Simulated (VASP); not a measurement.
Consider the following.

```xyz
2
Lattice="3.7677 0.0000 0.0000 0.0000 3.7677 0.0000 0.0000 0.0000 3.7677" Properties=species:S:1:pos:R:3 pbc="T T T"
Tl     0.0000     0.0000     0.0000
Cl     1.8838     1.8838     1.8838
```

Computed with PBEsol GGA with spin-orbit coupling, VASP's PBE PAW potentials (set 64) (plane waves; VASP 6.6.1). Run with 400 eV cut-off, 6×6×6 Γ-centred mesh, Gaussian smearing of 0.050 eV, potentials Tl_d Cl.

### Question
Give the energies of bands 13 to 26 at the high-symmetry points, in eV from the valence-band maximum.

### Answer

| band | Γ | X | M | R |
|---|---|---|---|---|
| 13 | -4.75 | -5.84 | -3.51 | -2.34 |
| 14 | -4.75 | -5.84 | -3.51 | -2.34 |
| 15 | -1.95 | -1.36 | -3.49 | -2.30 |
| 16 | -1.95 | -1.36 | -3.49 | -2.30 |
| 17 | -1.75 | -1.26 | -3.41 | -2.30 |
| 18 | -1.75 | -1.26 | -3.41 | -2.30 |
| 19 | -1.75 | 0.00 | -1.27 | -2.14 |
| 20 | -1.75 | 0.00 | -1.27 | -2.14 |
| 21 | 6.54 | 1.68 | 4.28 | 1.36 |
| 22 | 6.54 | 1.68 | 4.28 | 1.36 |
| 23 | 7.54 | 5.93 | 5.18 | 2.55 |
| 24 | 7.54 | 5.93 | 5.18 | 2.55 |
| 25 | 7.54 | 6.94 | 8.24 | 2.55 |
| 26 | 7.54 | 6.94 | 8.24 | 2.55 |

The gap is indirect, 1.36 eV, from the valence maximum at X to the conduction minimum at R.

The compound is TlCl in the CsCl type structure. It was relaxed first, which changed the volume by -6 %.
